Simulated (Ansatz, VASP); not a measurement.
One calculation of CuAs, two programs

Contents of INCAR:

```
SYSTEM = CuAs
ALGO = Normal
EDIFF = 1E-6
ENCUT = 520
ISIF = 2
ISMEAR = 0
LASPH = .TRUE.
LCHARG = .FALSE.
LREAL = .FALSE.
LWAVE = .FALSE.
NBANDS = 24
NELM = 80
PREC = Accurate
SIGMA = 0.15
```

The input KPOINTS:

```
k-points
0
G
  12 12 8
  0 0 0
```

File POSCAR:

```
CuAs
1.0
    3.8679000000      0.0000000000      0.0000000000
   -1.9339500000      3.3496996593      0.0000000000
    0.0000000000      0.0000000000      4.4694000000
Cu As
2 2
Direct
    0.0000000000      0.0000000000      0.5000000000
    0.0000000000      0.0000000000      0.0000000000
    0.6666666667      0.3333333333      0.7500000000
    0.3333333333      0.6666666667      0.2500000000
```

Input for Ansatz:

```yaml
crystal:
  lattice:
    - [3.8679, 0.0, 0.0]
    - [-1.93395, 3.3496996593, 0.0]
    - [0.0, 0.0, 4.4694]
  atoms:
    - { symbol: Cu, position: [0.0, 0.0, 0.5] }
    - { symbol: Cu, position: [0.0, 0.0, 0.0] }
    - { symbol: As, position: [0.6666666667, 0.3333333333, 0.75] }
    - { symbol: As, position: [0.3333333333, 0.6666666667, 0.25] }
basis:
  ecutwfc: 520.0
kpoints:
  mp_grid: { grid: [12, 12, 8] }
hamiltonian:
  xc: lda
scf:
  occupations: { method: gaussian, width: 0.15 }
output:
  forces: true
  stress: true
  eigenvalues: true
```

Alike in both runs: task single point; functional LDA; k mesh 12 × 12 × 8; occupations gaussian, width 0.15 eV; no spin polarisation.

```csv
,VASP,Ansatz
version,VASP 6.6.1,Ansatz 0.2.0
potentials or method,"VASP PAW LDA potentials, release 64 (Cu, As)","scalar-relativistic, plane waves, PAW"
plane-wave cutoff (eV),520,520
valence electrons in the cell,32,68
```

|  | VASP | Ansatz | Ansatz less VASP |
| --- | --- | --- | --- |
| gap on the k mesh at the Fermi level (eV) | none | none | - |
| pressure (GPa) | 7.2 | 6.6 | -0.56 |
| largest component of the traceless stress (GPa) | 12.88 | 12.89 | +0.013 |

A gap of «none» marks a metal or a gap that the smearing closes. The two sets of potentials don't hold the same shells in valence.
